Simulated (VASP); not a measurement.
Computed with PBEsol GGA, VASP's PBE PAW potentials (set 64) (plane waves; VASP).

A VASP calculation is set up with these files.

**INCAR**
```
ALGO = Normal
EDIFF = 1E-6
EDIFFG = -0.01
ENCUT = 520
GGA = PS
IBRION = 2
ISIF = 3
ISMEAR = 1
LASPH = .TRUE.
LCHARG = .FALSE.
LMAXMIX = 6
LREAL = .FALSE.
LWAVE = .FALSE.
NELM = 100
NSW = 60
PREC = Accurate
SIGMA = 0.1
SYSTEM = TaO
```

**POSCAR**
```
TaO
1.0
  0.0000000000   2.7250930000   2.7250930000
  2.7250930000   0.0000000000   2.7250930000
  2.7250930000   2.7250930000   0.0000000000
Ta O
1 1
direct
  0.0000000000   0.0000000000   0.0000000000
  0.2500000000   0.2500000000   0.2500000000
```

File KPOINTS:
```
Automatic mesh
0
Gamma
10 10 10
0 0 0
```

POTCAR, in this order: Ta_pv O (PBE.64 set). Program: vasp_std.

The resulting files:

OUTCAR:
```
 ion  position               nearest neighbor table
   1  0.000  0.000  0.000-   2 2.36   2 2.36   2 2.36   2 2.36
   2  0.250  0.250  0.250-   1 2.36   1 2.36   1 2.36   1 2.36
  LATTYP: Found a face centered cubic cell.
 ALAT       =     5.4501860000
 Subroutine PRICEL returns:
 Original cell was already a primitive cell.
 Subroutine GETGRP returns: Found 24 space group operations
The static configuration has the point symmetry T_d .
The dynamic configuration has the point symmetry T_d .
 Subroutine INISYM returns: Found 24 space group operations
 Subroutine IBZKPT returns following result:
 Found     47 irreducible k-points:

 Following reciprocal coordinates:
            Coordinates               Weight
  0.000000  0.000000  0.000000      1.000000
  0.100000  0.000000  0.000000      8.000000
  0.200000  0.000000  0.000000      8.000000
  0.300000  0.000000  0.000000      8.000000
  0.400000  0.000000  0.000000      8.000000
  0.500000  0.000000  0.000000      4.000000
  0.100000  0.100000  0.000000      6.000000
  0.200000  0.100000  0.000000     24.000000
  0.300000  0.100000  0.000000     24.000000
  0.400000  0.100000  0.000000     24.000000
  0.500000  0.100000  0.000000     24.000000
 -0.400000  0.100000  0.000000     24.000000
 -0.300000  0.100000  0.000000     24.000000
 -0.200000  0.100000  0.000000     24.000000
 -0.100000  0.100000  0.000000     12.000000
  0.200000  0.200000  0.000000      6.000000
  0.300000  0.200000  0.000000     24.000000
  0.400000  0.200000  0.000000     24.000000
  0.500000  0.200000  0.000000     24.000000
 -0.400000  0.200000  0.000000     24.000000
 -0.300000  0.200000  0.000000     24.000000
 -0.200000  0.200000  0.000000     12.000000
  0.300000  0.300000  0.000000      6.000000
  0.400000  0.300000  0.000000     24.000000
...
```

### OSZICAR
```
       N       E                     dE             d eps       ncg     rms          rms(c)
DAV:   1     0.107066404427E+03    0.10707E+03   -0.91326E+03  1136   0.129E+03
DAV:   2    -0.144849948042E+02   -0.12155E+03   -0.11773E+03  1336   0.317E+02
DAV:   3    -0.211335971890E+02   -0.66486E+01   -0.64599E+01  1392   0.709E+01
DAV:   4    -0.212711209130E+02   -0.13752E+00   -0.13657E+00  1444   0.962E+00
DAV:   5    -0.212738870998E+02   -0.27662E-02   -0.27620E-02  1472   0.110E+00    0.118E+01
DAV:   6    -0.184932610195E+02    0.27806E+01   -0.25370E+01  1300   0.368E+01    0.779E+00
DAV:   7    -0.178346499210E+02    0.65861E+00   -0.41466E+00  1352   0.147E+01    0.256E+00
DAV:   8    -0.177668896675E+02    0.67760E-01   -0.55302E-01  1448   0.640E+00    0.853E-01
DAV:   9    -0.177593441448E+02    0.75455E-02   -0.13554E-01  1376   0.300E+00    0.563E-01
DAV:  10    -0.177535663207E+02    0.57778E-02   -0.23181E-02  1540   0.113E+00    0.503E-02
DAV:  11    -0.177536460233E+02   -0.79703E-04   -0.72304E-04  1372   0.244E-01    0.282E-02
DAV:  12    -0.177536393918E+02    0.66315E-05   -0.29579E-05  1556   0.466E-02    0.118E-02
DAV:  13    -0.177536376257E+02    0.17661E-05   -0.28314E-05  1360   0.352E-02    0.724E-03
DAV:  14    -0.177536368749E+02    0.75072E-06   -0.52753E-06  1248   0.160E-02
   1 F= -.17753637E+02 E0= -.17752313E+02  d E =-.177536E+02
       N       E                     dE             d eps       ncg     rms          rms(c)
DAV:   1    -0.781281767990E+02   -0.60375E+02   -0.15538E+03  1176   0.473E+02    0.841E+01
DAV:   2    -0.268452475856E+02    0.51283E+02   -0.12283E+02  1248   0.131E+02    0.363E+01
DAV:   3    -0.171115907408E+02    0.97337E+01   -0.19562E+01  1256   0.735E+01    0.725E+00
DAV:   4    -0.164640768515E+02    0.64751E+00   -0.16068E+00  1348   0.181E+01    0.627E+00
DAV:   5    -0.164410448288E+02    0.23032E-01   -0.25011E-01  1300   0.526E+00    0.564E-01
DAV:   6    -0.164377094159E+02    0.33354E-02   -0.14168E-02  1284   0.169E+00    0.322E-01
DAV:   7    -0.164380803842E+02   -0.37097E-03   -0.21504E-03  1336   0.654E-01    0.855E-02
DAV:   8    -0.164380246207E+02    0.55764E-04   -0.28890E-04  1256   0.243E-01    0.139E-02
DAV:   9    -0.164380250229E+02   -0.40226E-06   -0.99066E-06  1340   0.459E-02
   2 F= -.16438025E+02 E0= -.16438982E+02  d E =0.131561E+01
       N       E                     dE             d eps       ncg     rms          rms(c)
DAV:   1    -0.348431637576E+02   -0.18405E+02   -0.48342E+02  1200   0.330E+02    0.395E+01
DAV:   2    -0.221559550685E+02    0.12687E+02   -0.28867E+01  1144   0.523E+01    0.199E+01
DAV:   3    -0.201528032285E+02    0.20032E+01   -0.74796E+00  1228   0.268E+01    0.427E+00
DAV:   4    -0.201159677803E+02    0.36835E-01   -0.35193E-01  1380   0.576E+00    0.201E+00
DAV:   5    -0.201170637225E+02   -0.10959E-02   -0.71238E-02  1264   0.232E+00    0.583E-01
DAV:   6    -0.201167763092E+02    0.28741E-03   -0.78356E-03  1408   0.862E-01    0.173E-01
DAV:   7    -0.201168662574E+02   -0.89948E-04   -0.24363E-04  1224   0.164E-01    0.470E-02
DAV:   8    -0.201168597707E+02    0.64867E-05   -0.34456E-05  1376   0.552E-02    0.968E-03
DAV:   9    -0.201168593555E+02    0.41517E-06   -0.84558E-07   836   0.885E-03
   3 F= -.20116859E+02 E0= -.20116542E+02  d E =-.236322E+01
       N       E                     dE             d eps       ncg     rms          rms(c)
DAV:   1    -0.201832005900E+02   -0.66341E-01   -0.13212E+00  1176   0.150E+01    0.200E+00
DAV:   2    -0.201444543720E+02    0.38746E-01   -0.95231E-02  1168   0.312E+00    0.789E-01
DAV:   3    -0.201378278369E+02    0.66265E-02   -0.19167E-02  1324   0.163E+00    0.229E-01
DAV:   4    -0.201371059287E+02    0.72191E-03   -0.28967E-03  1384   0.545E-01    0.750E-02
DAV:   5    -0.201371197225E+02   -0.13794E-04   -0.24006E-04  1288   0.145E-01    0.174E-02
DAV:   6    -0.201371210333E+02   -0.13108E-05   -0.74785E-06  1332   0.287E-02    0.130E-02
DAV:   7    -0.201371221923E+02   -0.11590E-05   -0.91065E-07   772   0.107E-02    0.112E-03
DAV:   8    -0.201371221379E+02    0.54444E-07   -0.12204E-07   600   0.447E-03
   4 F= -.20137122E+02 E0= -.20136935E+02  d E =-.238349E+01
       N       E                     dE             d eps       ncg     rms          rms(c)
DAV:   1    -0.201617630066E+02   -0.24641E-01   -0.59898E-01  1188   0.102E+01    0.137E+00
DAV:   2    -0.201443251038E+02    0.17438E-01   -0.42423E-02  1168   0.209E+00    0.548E-01
DAV:   3    -0.201413066331E+02    0.30185E-02   -0.86449E-03  1328   0.110E+00    0.152E-01
DAV:   4    -0.201409925934E+02    0.31404E-03   -0.12623E-03  1388   0.363E-01    0.495E-02
DAV:   5    -0.201410013851E+02   -0.87917E-05   -0.10412E-04  1280   0.957E-02    0.117E-02
DAV:   6    -0.201410021876E+02   -0.80251E-06   -0.33371E-06  1304   0.194E-02
   5 F= -.20141002E+02 E0= -.20140912E+02  d E =-.238737E+01
```

**OUTCAR**
```
------------------------ aborting loop because EDIFF is reached ----------------------------------------
  FORCE on cell =-STRESS in cart. coord.  units (eV):
  Direction    XX          YY          ZZ          XY          YZ          ZX
  --------------------------------------------------------------------------------------
  Total        0.0072928      0.0072928      0.0072928     -0.0000000      0.0000000      0.0000000
  in kB        0.4364938      0.4364938      0.4364938     -0.0000000      0.0000000      0.0000000
  external PRESSURE =       0.4364938 kB  Pullay stress =       0.0000000 kB
  volume of cell :       26.77
      direct lattice vectors                 reciprocal lattice vectors
     0.000000000  2.374285446  2.374285446    -0.210589675  0.210589675  0.210589675
     2.374285446  0.000000000  2.374285446     0.210589675 -0.210589675  0.210589675
     2.374285446  2.374285446  0.000000000     0.210589675  0.210589675 -0.210589675
 POSITION                                       TOTAL-FORCE (eV/Angst)
 -----------------------------------------------------------------------------------
      0.00000      0.00000      0.00000         0.000000      0.000000      0.000000
      1.18714      1.18714      1.18714        -0.000000     -0.000000     -0.000000
 -----------------------------------------------------------------------------------
    total drift:                               -0.000000     -0.000000     -0.000000
  FREE ENERGIE OF THE ION-ELECTRON SYSTEM (eV)
  ---------------------------------------------------
  free  energy   TOTEN  =       -20.1410021876 eV

  energy  without entropy=      -20.1407306326  energy(sigma->0) =      -20.14091167

 reached required accuracy - stopping structural energy minimisation
```
(Selected blocks of OUTCAR.)

File CONTCAR:
```
TaO
   1.00000000000000
     0.0000000000000000    2.3742854464455339    2.3742854464455334
     2.3742854464455339    0.0000000000000000    2.3742854464455334
     2.3742854464455339    2.3742854464455339    0.0000000000000000
  Ta              O
     1     1
Direct
     0.0000000000000000    0.0000000000000000    0.0000000000000000
     0.2500000000000000    0.2500000000000000    0.2500000000000000
```

Energy and stress use the plane-wave basis of the starting cell.

The structure was generated: TaO was put into the zinc blende type (F-43m), which need not be its known phase. This run relaxes it. Symmetry was kept, so distortions that lower it aren't found. The electron count is odd and the run is not spin-polarised, which forces a metal.
